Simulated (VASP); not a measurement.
Cost and result of VASP (PAW) for the bulk modulus of NiAl (CsCl type). Static lattice, third-order Birch-Murnaghan fit over five volumes. The cost counts the five points of the equation of state, each on the mesh and cut-off of its row, so the ratios hold those differences too. With PBE it took about 60 core-seconds. Costs are core time on shared hosts, one run each; read them as rough ratios.

Measured: 156 GPa (as given by Yamada et al., (2019), arXiv:1910.09660).

```csv
level,k-mesh,cut-off (eV),bulk modulus (GPa),error (%),cost over PBE
LDA,13×13×13,520,186,+19.5,within a factor of 2
PBEsol,13×13×13,520,173,+11.2,within a factor of 2
PBE,13×13×13,520,160,+2.4,reference
r2SCAN,13×13×13,520,178,+14.1,about 5 times
```

Within 5 % of the measurement lie PBE; PBE stands at the low end of their costs.

Left out are levels that failed, ran on another kind of processor or have no fit band path; at most nine are shown.

The compound is NiAl in the CsCl type structure.
